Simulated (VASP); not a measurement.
Computed with PBEsol GGA, VASP's PBE PAW potentials (set 64) (plane waves; VASP).

Input for VASP

File KPOINTS:
```
Automatic mesh
0
Gamma
8 8 10
0.5 0.5 0.5
```

### POSCAR
```
MoSi2
4.5340570
 -0.3539876098   0.3539876098   0.8656706345
  0.3539876098  -0.3539876098   0.8656706345
  0.3539876098   0.3539876098  -0.8656706345
Si Mo
2 1
Cartesian
 -0.0125332853  -0.0198622448   1.1567800868
 -0.0015897584   0.0094702305   0.5910582675
  0.0141233977   0.0103916603  -0.0164979510
```

**INCAR**
```
# general
SYSTEM   =  MoSi2
PREC     =  Accurate
ENCUT    =  300   # plane-wave cut-off (eV)
LREAL    =  .FALSE.   # projection in real space or not
LASPH    =  .TRUE.

# electronic loop
EDIFF    =  1E-6
NELM     =  100
ALGO     =  Normal   # blocked Davidson
LMAXMIX  =  4

# smearing
ISMEAR   =  0   # Gaussian
SIGMA    =  0.272   # width (eV)

# functional
GGA      =  PS   # PBEsol

# ions
ISIF     =  2   # forces and stress, cell fixed

# output
LWAVE    =  .FALSE.
LCHARG   =  .FALSE.
```

POTCAR, in this order: Si Mo_sv (PBE.64 set). Program: vasp_std.

Output

**OUTCAR**
```
 ion  position               nearest neighbor table
   1  0.640  0.650  0.954-   3 2.51   2 2.54   3 2.54   2 2.57   2 2.60   3 2.66   3 2.68   2 2.70
                             2 2.76   3 2.82
   2  0.355  0.339  0.011-   3 2.51   3 2.51   1 2.54   1 2.57   3 2.60   1 2.60   3 2.60   1 2.70
                             3 2.76   1 2.76
   3  0.005  0.010  0.035-   2 2.51   1 2.51   2 2.51   1 2.54   2 2.60   2 2.60   1 2.66   1 2.68
                             2 2.76   1 2.82
  LATTYP: Found a body centered tetragonal cell.
 ALAT       =     3.2100000000
 C/A-ratio  =     2.4454828660
 Subroutine PRICEL returns:
 Original cell was already a primitive cell.
 Subroutine GETGRP returns: Found  1 space group operations
The static configuration has the point symmetry C_1 .
The dynamic configuration has the point symmetry C_1 .
 Subroutine INISYM returns: Found  1 space group operations
 Subroutine IBZKPT returns following result:
 Found    320 irreducible k-points:

 Following reciprocal coordinates:
            Coordinates               Weight
  0.062500  0.062500  0.050000      2.000000
  0.187500  0.062500  0.050000      2.000000
  0.312500  0.062500  0.050000      2.000000
  0.437500  0.062500  0.050000      2.000000
 -0.437500  0.062500  0.050000      2.000000
 -0.312500  0.062500  0.050000      2.000000
 -0.187500  0.062500  0.050000      2.000000
 -0.062500  0.062500  0.050000      2.000000
  0.062500  0.187500  0.050000      2.000000
  0.187500  0.187500  0.050000      2.000000
  0.312500  0.187500  0.050000      2.000000
  0.437500  0.187500  0.050000      2.000000
 -0.437500  0.187500  0.050000      2.000000
 -0.312500  0.187500  0.050000      2.000000
 -0.187500  0.187500  0.050000      2.000000
 -0.062500  0.187500  0.050000      2.000000
  0.062500  0.312500  0.050000      2.000000
  0.187500  0.312500  0.050000      2.000000
  0.312500  0.312500  0.050000      2.000000
  0.437500  0.312500  0.050000      2.000000
 -0.437500  0.312500  0.050000      2.000000
 -0.312500  0.312500  0.050000      2.000000
 -0.187500  0.312500  0.050000      2.000000
 -0.062500  0.312500  0.050000      2.000000
  0.062500  0.437500  0.050000      2.000000
  0.187500  0.437500  0.050000      2.000000
  0.312500  0.437500  0.050000      2.000000
  0.437500  0.437500  0.050000      2.000000
 -0.437500  0.437500  0.050000      2.000000
 -0.312500  0.437500  0.050000      2.000000
 -0.187500  0.437500  0.050000      2.000000
 -0.062500  0.437500  0.050000      2.000000
  0.062500 -0.437500  0.050000      2.000000
  0.187500 -0.437500  0.050000      2.000000
  0.312500 -0.437500  0.050000      2.000000
  0.437500 -0.437500  0.050000      2.000000
 -0.437500 -0.437500  0.050000      2.000000
 -0.312500 -0.437500  0.050000      2.000000
 -0.187500 -0.437500  0.050000      2.000000
 -0.062500 -0.437500  0.050000      2.000000
   k-points           NKPTS =    320   k-points in BZ     NKDIM =    320   number of bands    NBANDS=     15
   number of dos      NEDOS =    301   number of ions     NIONS =      3
   total plane-waves  NPLWV =  21952
   dimension x,y,z NGX =    28 NGY =   28 NGZ =   28
   dimension x,y,z NGXF=    56 NGYF=   56 NGZF=   56
   ions per type =               2   1
   PREC   = accura    normal or accurate (medium, high low for compatibility)
   ISTART =      0    job   : 0-new  1-cont  2-samecut
   ICHARG =      2    charge: 1-file 2-atom 10-const
   ISPIN  =      1    spin polarized calculation?
   LNONCOLLINEAR =      F non collinear calculations
   LSORBIT =      F    spin-orbit coupling
   INIWAV =      1    electr: 0-lowe 1-rand  2-diag
   ENCUT  =  300.0 eV  22.05 Ry    4.70 a.u.   6.40  6.40  6.40*2*pi/ulx,y,z
...
```

OSZICAR:
```
       N       E                     dE             d eps       ncg     rms          rms(c)
DAV:   1     0.597686523717E+02    0.59769E+02   -0.87059E+03 10912   0.913E+02
DAV:   2    -0.246192713360E+02   -0.84388E+02   -0.83203E+02 12281   0.244E+02
DAV:   3    -0.258570997358E+02   -0.12378E+01   -0.12276E+01 12232   0.275E+01
DAV:   4    -0.258626062849E+02   -0.55065E-02   -0.55044E-02 11756   0.200E+00
DAV:   5    -0.258626480462E+02   -0.41761E-04   -0.41760E-04 12344   0.153E-01    0.223E+01
DAV:   6    -0.250686146907E+02    0.79403E+00   -0.72124E+00 11350   0.184E+01    0.509E+00
DAV:   7    -0.249286976776E+02    0.13992E+00   -0.11015E+00 10791   0.667E+00    0.466E+00
DAV:   8    -0.248864463182E+02    0.42251E-01   -0.13133E-01 11588   0.286E+00    0.489E-01
DAV:   9    -0.248853101974E+02    0.11361E-02   -0.27079E-03 11903   0.425E-01    0.243E-01
DAV:  10    -0.248851823498E+02    0.12785E-03   -0.66690E-04 11462   0.237E-01    0.620E-02
DAV:  11    -0.248851712609E+02    0.11089E-04   -0.12770E-04 11665   0.875E-02    0.270E-02
DAV:  12    -0.248851702580E+02    0.10029E-05   -0.14885E-05 11308   0.263E-02    0.674E-03
DAV:  13    -0.248851697152E+02    0.54274E-06   -0.14516E-06  5955   0.109E-02
   1 F= -.24885170E+02 E0= -.24879785E+02  d E =-.107703E-01
```

### OUTCAR
```
------------------------ aborting loop because EDIFF is reached ----------------------------------------
  FORCE on cell =-STRESS in cart. coord.  units (eV):
  Direction    XX          YY          ZZ          XY          YZ          ZX
  --------------------------------------------------------------------------------------
  Total       -0.2241150     -0.2681365      0.1412320      0.3571074      0.0385963     -0.2071673
  in kB       -8.8783385    -10.6222548      5.5949204     14.1468468      1.5289969     -8.2069541
  external PRESSURE =      -4.6352243 kB  Pullay stress =       0.0000000 kB
  volume of cell :       40.44
      direct lattice vectors                 reciprocal lattice vectors
    -1.605000000  1.605000000  3.925000000     0.000000000  0.311526480  0.127388535
     1.605000000 -1.605000000  3.925000000     0.311526480  0.000000000  0.127388535
     1.605000000  1.605000000 -3.925000000     0.311526480  0.311526480  0.000000000
 POSITION                                       TOTAL-FORCE (eV/Angst)
 -----------------------------------------------------------------------------------
      1.54817      1.51494      1.31991         0.576340      0.853621     -0.414037
     -0.00721      0.04294      2.67989         0.333233     -0.349142     -0.795544
      0.06404      0.04712     -0.07480        -0.909572     -0.504479      1.209581
 -----------------------------------------------------------------------------------
    total drift:                                0.000123     -0.000067      0.000045
  FREE ENERGIE OF THE ION-ELECTRON SYSTEM (eV)
  ---------------------------------------------------
  free  energy   TOTEN  =       -24.8851697152 eV

  energy  without entropy=      -24.8743994106  energy(sigma->0) =      -24.87978456
```
(Selected blocks of OUTCAR.)

OUTCAR:
```
 val. band max:       12.0489134153   @ k =  -0.4375  -0.4375   0.4500

 cond. band min:      12.1318355150   @ k =  -0.3125   0.4375   0.4500


 Fermi energy:        12.0881252983

 k-point     1 :       0.0625    0.0625    0.0500
  band No.  band energies     occupation
      1     -48.4797      2.00000
      2     -22.7088      2.00000
      3     -22.6471      2.00000
      4     -22.6259      2.00000
      5      -0.8388      2.00000
      6       5.8204      2.00000
      7       7.9051      2.00000
      8       8.5980      2.00000
      9       9.1394      2.00000
     10      10.4624      2.00000
     11      11.1379      2.00000
     12      14.1189      0.00000
     13      15.2867      0.00000
     14      15.3708      0.00000
     15      16.1597      0.00000

 k-point     2 :       0.1875    0.0625    0.0500
  band No.  band energies     occupation
      1     -48.4736      2.00000
      2     -22.7552      2.00000
      3     -22.6612      2.00000
      4     -22.6370      2.00000
      5      -0.0785      2.00000
      6       5.5946      2.00000
      7       7.1343      2.00000
      8       8.5317      2.00000
      9       9.3397      2.00000
     10      10.0066      2.00000
     11      10.5397      2.00000
     12      14.0100      0.00000
     13      14.4594      0.00000
     14      15.7015      0.00000
     15      16.7066      0.00000

 k-point     3 :       0.3125    0.0625    0.0500
  band No.  band energies     occupation
      1     -48.4668      2.00000
      2     -22.8370      2.00000
      3     -22.6634      2.00000
      4     -22.6279      2.00000
      5       1.1142      2.00000
      6       4.5334      2.00000
      7       6.8595      2.00000
      8       7.8548      2.00000
      9       9.6187      2.00000
     10       9.9138      2.00000
     11      10.4634      2.00000
     12      13.9709      0.00000
     13      14.3833      0.00000
     14      15.8733      0.00000
     15      16.5996      0.00000
...
```

At this cut-off the stress carries a Pulay error, which pulls relaxed volumes low.

The structure is a typed MoSi2 crystal. The cell was not relaxed at this level, atoms are displaced from their ideal sites.
